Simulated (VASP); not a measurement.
# Relaxed cell of Gallium: a test of cutoff and mesh, part 2 of 2

How far does the relaxed cell of Gallium depend on cutoff and k mesh? The starting structure is a measured crystal structure from the Crystallography Open Database.

VASP 6.6.1.

Results so far: reference 19.07 Å³ an atom; a cutoff of 280 eV 18.78 Å³ an atom; a 5×5×5 mesh 18.99 Å³ an atom.

## (5) Relaxation with a cutoff of 600 eV (continued)

Level of this step: PBEsol; plane waves and PAW (Ga_d) (VASP).

OUTCAR, selected parts (step 5):

```text
  Total       -0.0295089      0.0122893     -0.0063106      0.0000000     -0.0000000      0.0000000
  in kB       -0.6190571      0.2578130     -0.1323873      0.0000000     -0.0000000      0.0000000
  external PRESSURE =      -0.1645438 kB  Pullay stress =       0.0000000 kB

 POSITION                                       TOTAL-FORCE (eV/Angst)
 -----------------------------------------------------------------------------------
      2.25721      1.18144      1.85698         0.000000      0.008490     -0.003127
      2.25721      2.60740      4.08951         0.000000     -0.008490     -0.003127
      2.25721     -1.18144      2.60806         0.000000     -0.008490      0.003127
      2.25721     -2.60740      0.37554         0.000000      0.008490      0.003127
 -----------------------------------------------------------------------------------
    total drift:                                0.000000      0.000000     -0.000000

  FREE ENERGIE OF THE ION-ELECTRON SYSTEM (eV)
  ---------------------------------------------------
  free  energy   TOTEN  =       -13.4007589423 eV

  energy  without entropy=      -13.4010765617  energy(sigma->0) =      -13.40086482

[... 2 parts as in an earlier step ...]

[... 2 further parts left out ...]
[key lines of the parts left out:]
E-fermi :   5.0074
```

The log as kept lacks single lines of electronic cycles.

With a cutoff of 600 eV the cell ends at 19.093 Å³ an atom, +0.12 % from the reference.

## (6) Relaxation with a 14×14×12 mesh

Against step 2 the input has a 14×14×12 mesh.

Input file INCAR:

```
SYSTEM = Ga
PREC = Accurate
ENCUT = 450
EDIFF = 1E-06
NELM = 100
ISMEAR = 1
SIGMA = 0.15
LREAL = .FALSE.
ALGO = Normal
GGA = PS
NBANDS = 32
LORBIT = 11
LWAVE = .FALSE.
LCHARG = .FALSE.
KPAR = 4
IBRION = 2
NSW = 50
ISIF = 3
EDIFFG = -0.01
```

Input file POSCAR:

```
Ga
1.0
    2.2615000000     -3.8305000000      0.0000000000
    2.2615000000      3.8305000000      0.0000000000
    0.0000000000      0.0000000000      4.5240000000
Ga
4
Direct
    0.3451000000      0.6549000000      0.4190000000
    0.1549000000      0.8451000000      0.9190000000
    0.6549000000      0.3451000000      0.5810000000
    0.8451000000      0.1549000000      0.0810000000
```

Input file KPOINTS:

```
Automatic mesh
0
Gamma
14 14 12
0 0 0
```

Potentials, in the order of the species: Ga_d (PBE family, release 64).

Started as:

```bash
$ mpirun -np 4 vasp_std
```

The log of the run:

```text
[... set-up lines as in an earlier step ...]
 entering main loop
       N       E                     dE             d eps       ncg     rms          rms(c)
DAV:   1     0.337789471967E+03    0.33779E+03   -0.24024E+04 25976   0.282E+03
DAV:   2     0.250370153553E+02   -0.31275E+03   -0.30676E+03 26888   0.525E+02
DAV:   3    -0.125429163093E+02   -0.37580E+02   -0.37270E+02 29144   0.144E+02
DAV:   4    -0.135685064467E+02   -0.10256E+01   -0.10236E+01 28808   0.284E+01
[...]
DAV:  10    -0.133960987975E+02   -0.57225E-06   -0.23320E-04 30056   0.183E-01    0.510E-03
DAV:  11    -0.133960992650E+02   -0.46748E-06   -0.41510E-05 31160   0.813E-02    0.530E-03
DAV:  12    -0.133960984705E+02    0.79449E-06   -0.93951E-06 29816   0.374E-02
   1 F= -.13396098E+02 E0= -.13395901E+02  d E =-.133961E+02
[... from here on, the cycles between the ionic steps are left out ...]
   2 F= -.13411041E+02 E0= -.13410985E+02  d E =-.149429E-01
   3 F= -.13411036E+02 E0= -.13410980E+02  d E =-.149372E-01
   4 F= -.13411208E+02 E0= -.13411166E+02  d E =-.172172E-03
   5 F= -.13411227E+02 E0= -.13411187E+02  d E =-.191418E-03
   6 F= -.13411252E+02 E0= -.13411217E+02  d E =-.215976E-03
   7 F= -.13411246E+02 E0= -.13411219E+02  d E =-.209971E-03
   8 F= -.13411258E+02 E0= -.13411227E+02  d E =-.222421E-03
   9 F= -.13411257E+02 E0= -.13411225E+02  d E =-.221705E-03
  10 F= -.13411258E+02 E0= -.13411226E+02  d E =-.222280E-03
  11 F= -.13411351E+02 E0= -.13411335E+02  d E =-.928095E-04
  12 F= -.13411350E+02 E0= -.13411347E+02  d E =-.918040E-04
  13 F= -.13411358E+02 E0= -.13411352E+02  d E =-.100008E-03
[...]
reached required accuracy - stopping structural energy minimisation
```

The job ended after 18 min (4 MPI ranks of AMD EPYC 7R43, shared host; peak memory 2.5 GiB).

From OUTCAR (step 6):

```text
  Total        0.0174605     -0.0135937     -0.0345607      0.0000000     -0.0000000      0.0000000
  in kB        0.3676116     -0.2862001     -0.7276369      0.0000000     -0.0000000      0.0000000
  external PRESSURE =      -0.2154085 kB  Pullay stress =       0.0000000 kB

 POSITION                                       TOTAL-FORCE (eV/Angst)
 -----------------------------------------------------------------------------------
      2.22914      1.18422      1.87712         0.000000     -0.004492     -0.007787
      2.22914      2.61544      4.12326         0.000000      0.004492     -0.007787
      2.22914     -1.18422      2.61516         0.000000      0.004492      0.007787
      2.22914     -2.61544      0.36902         0.000000     -0.004492      0.007787
 -----------------------------------------------------------------------------------
    total drift:                                0.000000      0.000000     -0.000000

  FREE ENERGIE OF THE ION-ELECTRON SYSTEM (eV)
  ---------------------------------------------------
  free  energy   TOTEN  =       -13.4113579184 eV

  energy  without entropy=      -13.4113413625  energy(sigma->0) =      -13.41135240

[... 1 part as in an earlier step ...]

[... 3 further parts left out ...]
[key lines of the parts left out:]
E-fermi :   5.1432
```

With a 14×14×12 mesh the cell ends at 19.025 Å³ an atom, -0.24 % from the reference, a by -1.1 %, b by +0.2 % and c by +0.6 %.

## (7) All runs side by side

```tsv
run	volume (Å³/atom)	change (%)	pressure left (GPa)	core minutes
reference	19.071	-	-0.02	28.4
a cutoff of 280 eV	18.777	-1.54	-0.01	22.2
a 5×5×5 mesh	18.992	-0.41	0.03	10.2
a cutoff of 600 eV	19.093	0.12	-0.02	61.1
a 14×14×12 mesh	19.025	-0.24	-0.02	71.5
```

Core minutes are wall time times ranks, summed over the relaxations behind a row (those for a bulk modulus apart), on shared hosts.

## (8) Summary of results

```json
{
  "volume of the reference": "19.07 Å³/atom",
  "volume against the reference, a cutoff of 280 eV": "-1.54 %",
  "volume against the reference, a 5×5×5 mesh": "-0.41 %",
  "volume against the reference, a cutoff of 600 eV": "+0.12 %",
  "volume against the reference, a 14×14×12 mesh": "-0.24 %"
}
```

**Reading.** The volume moves most with a cutoff of 280 eV: -1.54 % against the reference (450 eV, 10×10×8 mesh). On finer settings it changes by +0.12 % with a cutoff of 600 eV and -0.24 % with a 14×14×12 mesh. The axes move most with a 14×14×12 mesh: a by -1.1 %, b by +0.2 % and c by +0.6 %, which partly cancels in the volume. The relaxations stop with up to 0.03 GPa left, which at a bulk modulus of 50 GPa, to name a scale, is 0.06 % of the volume, and more along a soft axis. That understates it: a restart alone still moved the volume by up to 0.6 %. A cell that shrinks at the lower cutoff is the usual mark of Pulay stress, the error that a plane-wave basis makes when it is kept while the volume changes. Further runs on this material are not shown.

[Lines on the potential files, build, host, timing and source positions are cut from VASP's logs without a mark.]

[Logs are printed without paths, hosts, clocks, repeated set-up lines and the standing remarks that a program may print on its own settings, such as how far it seeks lower states.]

[Hosts, paths, dates, database ids (printed as entryN), source tags and the programs' standing remarks are cut or masked in the printed files.]
